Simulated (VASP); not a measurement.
Set up this calculation in VASP 6.6.1, as the native input.

```
Task                   : relaxation of cell and atoms
Functional             : RPBE
Potentials or basis    : VASP PAW PBE potentials, release 64 (Ba_sv, Os)
Cutoff                 : 600 eV
k mesh                 : 7 × 7 × 5
Occupations            : methfessel-paxton, width 0.1 eV
Spin                   : no spin polarisation
Further INCAR settings : ALGO = Normal; EDIFF = 1e-06; IBRION = 2; EDIFFG = -0.01; NSW = 40; ISIF = 3
```

The structure of Ba2Os lies in POSCAR:

```
Ba2Os
1.0
    2.2225772300     -3.0635210900      0.0000000000
    2.2225772300      3.0635210900      0.0000000000
    0.0000000000      0.0000000000      6.1472349500
Ba Os
2 1
Direct
    0.0000000000      0.5000000000      0.2645697600
    0.5000000000      0.0000000000      0.7354302400
    0.0000000000      0.0000000000      0.0000000000
```

The cell was built by a generator and needn't be a form met in nature.

These files were run (other wordings do the same):

INCAR

```
ALGO = Normal
EDIFF = 1E-6
EDIFFG = -0.01
ENCUT = 600
GGA = RP
IBRION = 2
ISIF = 3
ISMEAR = 1
LASPH = True
LCHARG = False
LREAL = False
LWAVE = False
NELM = 60
NSW = 40
PREC = Accurate
SIGMA = 0.1
```

KPOINTS

```
k-points
0
Gamma
  7 7 5
```

Potentials or basis: VASP PAW PBE potentials, release 64 (Ba_sv, Os).

The run is started by

```console
$ cat potpaw_PBE.64/Ba_sv/POTCAR potpaw_PBE.64/Os/POTCAR > POTCAR
$ mpirun -np 1 vasp_std > vasp.out
```

Results of the run:

The relaxed volume is 43.99 Å³/atom. The relaxed cell is a = 4.610 Å, b = 4.610 Å, c = 8.457 Å, α = 90.00°, β = 90.00°, γ = 132.76°, the space group after relaxing (to 0.05 Å) is C222 (No. 21) and the energy gained by relaxing is 1192.7 meV/atom. The ionic steps are 32, the pressure after relaxing is 0.0 GPa and the largest force after relaxing is 0.004 eV/Å. The band gap on the k mesh is none (metal or under the smearing width).

Caveat: the volume moved by over 15 % at a fixed basis, so the end points are rough; the PAW data sets were made with another functional, which shifts forces and pressure a little.

Wall time 31 min on 1 thread of Intel(R) Xeon(R) Platinum 8375C CPU @ 2.90GHz (Ice Lake) (shared host), peak memory 0.26 GiB.
